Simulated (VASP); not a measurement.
Output of a VASP run:

**OSZICAR**
```
       N       E                     dE             d eps       ncg     rms          rms(c)
DAV:   1     0.567152050652E+02    0.56715E+02   -0.49971E+03  1836   0.965E+02
DAV:   2    -0.748709250839E+01   -0.64202E+02   -0.63908E+02  1884   0.236E+02
DAV:   3    -0.911131170090E+01   -0.16242E+01   -0.16007E+01  2836   0.364E+01
DAV:   4    -0.919435085488E+01   -0.83039E-01   -0.82925E-01  2806   0.632E+00
DAV:   5    -0.919639217930E+01   -0.20413E-02   -0.20407E-02  2960   0.635E-01    0.629E-01
DAV:   6    -0.687605815306E+01    0.23203E+01   -0.35672E+00  1897   0.160E+01    0.232E+00
DAV:   7    -0.713344553760E+01   -0.25739E+00   -0.13237E-01  2491   0.351E+00    0.260E+00
DAV:   8    -0.706160003777E+01    0.71845E-01   -0.25241E-02  2011   0.249E+00    0.209E+00
DAV:   9    -0.703358183944E+01    0.28018E-01   -0.36177E-01  2449   0.613E+00    0.340E-01
DAV:  10    -0.690778741721E+01    0.12579E+00   -0.94172E-02  2528   0.226E+00    0.154E-01
DAV:  11    -0.703914252440E+01   -0.13136E+00   -0.72147E-02  1909   0.168E+00    0.314E-01
DAV:  12    -0.706750075269E+01   -0.28358E-01   -0.77296E-03  1941   0.775E-01    0.434E-01
DAV:  13    -0.702607888777E+01    0.41422E-01   -0.51821E-02  1841   0.304E+00    0.106E-01
DAV:  14    -0.703739137475E+01   -0.11312E-01   -0.15380E-02  1854   0.146E+00    0.475E-02
DAV:  15    -0.703424035524E+01    0.31510E-02   -0.15316E-03  2121   0.495E-01    0.347E-02
DAV:  16    -0.703362939263E+01    0.61096E-03   -0.10206E-03  2332   0.404E-01    0.323E-02
DAV:  17    -0.703364327260E+01   -0.13880E-04   -0.19258E-04  2230   0.191E-01    0.229E-02
DAV:  18    -0.703366737442E+01   -0.24102E-04   -0.21938E-05  2378   0.517E-02    0.273E-02
DAV:  19    -0.703364246513E+01    0.24909E-04   -0.10651E-05  2121   0.400E-02    0.208E-02
DAV:  20    -0.703363916956E+01    0.32956E-05   -0.82870E-06  2052   0.402E-02    0.134E-02
DAV:  21    -0.703363779427E+01    0.13753E-05   -0.57427E-06  2450   0.286E-02    0.789E-03
DAV:  22    -0.703363599831E+01    0.17960E-05   -0.11541E-06  2411   0.154E-02    0.382E-03
DAV:  23    -0.703363489671E+01    0.11016E-05   -0.54400E-07  2662   0.849E-03    0.143E-03
DAV:  24    -0.703363498569E+01   -0.88988E-07   -0.91442E-08  1787   0.374E-03
   1 F= -.70336350E+01 E0= -.70336136E+01  d E =-.640595E-04
```

### OUTCAR
```
------------------------ aborting loop because EDIFF is reached ----------------------------------------
  FORCE on cell =-STRESS in cart. coord.  units (eV):
  Direction    XX          YY          ZZ          XY          YZ          ZX
  --------------------------------------------------------------------------------------
  Total       -0.0503875     -0.0503875     -0.0725863      0.0000000     -0.0000000      0.0000000
  in kB       -1.8475588     -1.8475588     -2.6615245      0.0000000     -0.0000000      0.0000000
  external PRESSURE =      -2.1188807 kB  Pullay stress =       0.0000000 kB
  volume of cell :       43.70
      direct lattice vectors                 reciprocal lattice vectors
     0.000000000  2.786300122  2.814163123    -0.179449441  0.179449441  0.177672714
     2.786300122  0.000000000  2.814163123     0.179449441 -0.179449441  0.177672714
     2.786300122  2.786300122  0.000000000     0.179449441  0.179449441 -0.177672714
 POSITION                                       TOTAL-FORCE (eV/Angst)
 -----------------------------------------------------------------------------------
      0.00000      0.00000      0.00000         0.000000     -0.000000      0.000000
 -----------------------------------------------------------------------------------
    total drift:                               -0.000000     -0.000000     -0.000000
  FREE ENERGIE OF THE ION-ELECTRON SYSTEM (eV)
  ---------------------------------------------------
  free  energy   TOTEN  =        -7.0336349857 eV

  energy  without entropy=       -7.0335709262  energy(sigma->0) =       -7.03361363
```
(Selected blocks of OUTCAR.)

POSCAR:
```
Ca
1
    0.0000000000     2.7863001217     2.8141631229
    2.7863001217     0.0000000000     2.8141631229
    2.7863001217     2.7863001217     0.0000000000
Ca
1
Direct
  0.0000000000   0.0000000000   0.0000000000
```

Problem. Reconstruct the remaining input files.

Solution. Several could match; the one computed here: the input of the run itself, r2SCAN meta-GGA, plane waves, VASP's PBE PAW potentials (set 64).

KPOINTS:
```
Automatic mesh
0
Gamma
10 10 10
0 0 0
```

### INCAR
```
SYSTEM = Ca
PREC = Accurate; ENCUT = 480; LREAL = .False.
LASPH = .True.
EDIFF = 1E-7; NELM = 100; ALGO = Normal
LMIXTAU = .True.
ISMEAR = 1; SIGMA = 0.1
METAGGA = R2SCAN
ISIF = 2
LWAVE = .False.; LCHARG = .False.
```

POTCAR, in this order: Ca_sv (PBE.64 set). Program: vasp_std.

The compound is Ca in the fcc structure. This cell was strained or had an atom moved on purpose.
